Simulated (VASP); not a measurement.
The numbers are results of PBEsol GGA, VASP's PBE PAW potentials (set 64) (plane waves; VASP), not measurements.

The input files of a VASP run:

KPOINTS:
```
Automatic mesh
0
Gamma
8 8 8
0 0 0
```

### INCAR
```
ALGO = Normal
EDIFF = 1E-6
ENCUT = 300
GGA = PS
ISIF = 2
ISMEAR = -1
LASPH = T
LCHARG = F
LMAXMIX = 6
LREAL = F
LWAVE = F
NELM = 100
PREC = Accurate
SIGMA = 0.1
SYSTEM = LaCoSi3
```

### POSCAR
```
LaCoSi3
1
   -2.0559990000     2.0559990000     4.7596280000
    2.0559990000    -2.0559990000     4.7596280000
    2.0559990000     2.0559990000    -4.7596280000
La Co Si
1 1 3
Direct
 -0.0003500000   0.0063010000   0.0030120000
  0.6616600000   0.6663320000   0.0030030000
  0.4359980000   0.4200360000   0.0075220000
  0.2595080000   0.7679220000   0.5099020000
  0.7581930000   0.2544180000   0.4765610000
```

POTCAR, in this order: La Co Si (PBE.64 set). Program: vasp_std.

Output

File OSZICAR:
```
       N       E                     dE             d eps       ncg     rms          rms(c)
DAV:   1     0.188091712184E+03    0.18809E+03   -0.84138E+03 10416   0.131E+03
DAV:   2     0.434698796513E+01   -0.18374E+03   -0.17705E+03 12504   0.293E+02
DAV:   3    -0.346411429276E+02   -0.38988E+02   -0.37295E+02 15848   0.121E+02
DAV:   4    -0.368840780942E+02   -0.22429E+01   -0.21302E+01 18736   0.335E+01
DAV:   5    -0.370627663448E+02   -0.17869E+00   -0.16780E+00 16544   0.850E+00    0.204E+01
DAV:   6    -0.541387821247E+02   -0.17076E+02   -0.24448E+02 14392   0.197E+02    0.558E+01
DAV:   7    -0.368286836697E+02    0.17310E+02   -0.71750E+01 13464   0.125E+02    0.148E+01
DAV:   8    -0.340726836927E+02    0.27560E+01   -0.17635E+01 19672   0.535E+01    0.474E+00
DAV:   9    -0.341186179326E+02   -0.45934E-01   -0.25108E+00 18368   0.116E+01    0.229E+00
DAV:  10    -0.340878397772E+02    0.30778E-01   -0.38236E-01 18912   0.832E+00    0.148E+00
DAV:  11    -0.340858492326E+02    0.19905E-02   -0.22523E-02 14512   0.162E+00    0.897E-01
DAV:  12    -0.340854165864E+02    0.43265E-03   -0.45256E-03 16728   0.608E-01    0.440E-01
DAV:  13    -0.340848065856E+02    0.61000E-03   -0.23259E-03 18632   0.609E-01    0.207E-01
DAV:  14    -0.340848208242E+02   -0.14239E-04   -0.19626E-04 15008   0.110E-01    0.134E-01
DAV:  15    -0.340847947679E+02    0.26056E-04   -0.91231E-05 19304   0.125E-01    0.565E-02
DAV:  16    -0.340847941645E+02    0.60349E-06   -0.85548E-06 13844   0.227E-02
   1 F= -.34084794E+02 E0= -.34053102E+02  d E =-.633844E-01
```

File OUTCAR:
```
------------------------ aborting loop because EDIFF is reached ----------------------------------------
  FORCE on cell =-STRESS in cart. coord.  units (eV):
  Direction    XX          YY          ZZ          XY          YZ          ZX
  --------------------------------------------------------------------------------------
  Total        1.2997971      1.5669412      1.3341419     -0.0648036     -0.0508351      0.0736381
  in kB       25.8766073     31.1949629     26.5603504     -1.2901216     -1.0120352      1.4660006
  external PRESSURE =      27.8773068 kB  Pullay stress =       0.0000000 kB
  volume of cell :       80.48
      direct lattice vectors                 reciprocal lattice vectors
    -2.055999000  2.055999000  4.759628000     0.000000000  0.243190780  0.105050227
     2.055999000 -2.055999000  4.759628000     0.243190780  0.000000000  0.105050227
     2.055999000  2.055999000 -4.759628000     0.243190780  0.243190780  0.000000000
 POSITION                                       TOTAL-FORCE (eV/Angst)
 -----------------------------------------------------------------------------------
     -2.03613      2.04852      4.77362        -0.340776      0.295116      0.587929
      0.01578     -0.00343      6.30645        -0.565332      0.108204     -0.197683
     -0.01735      0.04828      4.03860         0.315829     -0.589079      0.335976
      2.09366      0.00306      2.46324        -0.226182     -0.121866      0.048502
     -0.05595      2.01557      2.55140         0.816461      0.307625     -0.774725
 -----------------------------------------------------------------------------------
    total drift:                               -0.000415      0.000187      0.000287
  FREE ENERGIE OF THE ION-ELECTRON SYSTEM (eV)
  ---------------------------------------------------
  free  energy   TOTEN  =       -34.0847941645 eV

  energy  without entropy=      -34.0214097597  energy(sigma->0) =      -34.05310196
```
(Selected blocks of OUTCAR.)

At this cut-off the stress carries a Pulay error, which pulls relaxed volumes low.

The structure comes from a computed database's LaCoSi3 entry (I4mm); how it stands against other phases isn't given here. The cell was not relaxed at this level, atoms are displaced from their ideal sites. The run is not spin-polarised, so no magnetic state was tried.
